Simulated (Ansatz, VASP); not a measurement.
## RbRe in VASP and in Ansatz

```
Rb Re
1.0
     3.72262    0.00000    0.00000
     0.00000    3.72262    0.00000
     0.00000    0.00000    3.72262
Rb Re
1 1
Cartesian
  1.8613 1.8613 1.8613
  0.0000 0.0000 0.0000
```

Alike in both runs: functional PBE; k mesh 4 × 4 × 4; occupations gaussian, width 0.1 eV; no spin polarisation.

Ansatz relaxed the structure, and its values are those at the end. VASP's run is a single point on that final structure, the one shown.

|  | VASP | Ansatz |
| --- | --- | --- |
| version | VASP 6.6.1 | Ansatz 0.2.0 |
| potentials or method | VASP PAW PBE potentials, release 64 (Rb_sv, Re) | scalar-relativistic, plane waves, PAW |
| plane-wave cutoff (eV) | 520 | 420 |
| valence electrons in the cell | 16 | 24 |

Ansatz gave:

* gap on the k mesh at the Fermi level (eV): none
* pressure (GPa): 0.1

Question: Estimate VASP's values.

Answer: gap on the k mesh at the Fermi level (eV): none; pressure (GPa): 0.2.

A gap of «none» marks a metal or a gap that the smearing closes. The two sets of potentials don't hold the same shells in valence.

Caveats: the k mesh is coarse (spacing up to 0.42 Å⁻¹), so the values aren't converged. Spin-orbit coupling is left out, which matters for the levels of Re.
